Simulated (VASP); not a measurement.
Be2CdS3:

```
CELL_PARAMETERS angstrom
4.48541 0.00000 0.00000
-2.24271 3.88448 0.00000
0.00000 0.00000 7.11621
ATOMIC_POSITIONS crystal
Be 0.66667 0.33333 0.25128
Be 0.33333 0.66667 0.74872
Cd 0.00000 0.00000 0.00000
S 0.66667 0.33333 0.64771
S 0.33333 0.66667 0.35229
S 0.00000 0.00000 0.50000
```

The cell was built by a generator and needn't be a form met in nature.

* Program: VASP 6.6.1
* Task: relaxation of cell and atoms
* Functional: PBE
* Potentials or basis: VASP PAW PBE potentials, release 64 (Be, Cd, S)
* Cutoff: 520 eV
* k mesh: 4 × 4 × 2
* Occupations: gaussian, width 0.15 eV
* Spin: no spin polarisation

At the start: pressure -10.4 GPa; volume 20.66 Å³/atom.

Q: Where does the relaxation end?

A: Over 15 steps the energy falls by 1210.3 meV/atom and the volume is 15.02 Å³/atom (-27.3 %); space group P-3m1 (No. 164, to 0.05 Å).

The path:
```
step  energy change (eV)  largest force (eV/Å)  pressure (GPa)  volume (Å³)
   1              0.0000                1.3357          -10.41       123.99
   2             -1.5120                1.4771           -3.55       101.38
   3             -1.7139                1.6003            1.86        93.22
   4             -1.7153                1.6259            3.17        91.61
   5             -2.1220                1.0894            3.67        91.59
   6             -3.1836                1.8356            4.68        91.37
   7             -6.4453                0.4281            1.65        90.14
   8             -5.6274                3.0201            6.91        89.25
   9             -6.4638                0.7003            2.09        90.00
  10             -6.6454                1.6692            1.17        91.66
  11             -6.6649                1.3801            1.15        91.30
  12             -6.9783                0.9048           -0.74        92.32
  13             -7.2085                0.2973           -2.92        93.72
  14             -7.2202                0.1523           -3.26        94.05
  15             -7.2620                0.0478            0.35        90.14
```

Final structure:
```cif
data_structure
_symmetry_space_group_name_H-M 'P 1'
_symmetry_Int_Tables_number 1
_cell_length_a 3.4477
_cell_length_b 3.4477
_cell_length_c 8.7565
_cell_angle_alpha 90.000
_cell_angle_beta 90.000
_cell_angle_gamma 120.000
_cell_volume 90.14
loop_
_atom_site_label
_atom_site_type_symbol
_atom_site_fract_x
_atom_site_fract_y
_atom_site_fract_z
_atom_site_occupancy
Be1 Be 0.66667 0.33333 0.34551 1
Be2 Be 0.33333 0.66667 0.65449 1
Cd1 Cd 0.00000 0.00000 0.00000 1
S1 S 0.66667 0.33333 0.79058 1
S2 S 0.33333 0.66667 0.20942 1
S3 S 0.00000 0.00000 0.50000 1
```

Caveat: the k mesh is coarse (spacing up to 0.44 Å⁻¹), so the values aren't converged; the volume moved by over 15 % at a fixed basis, so the end points are rough.
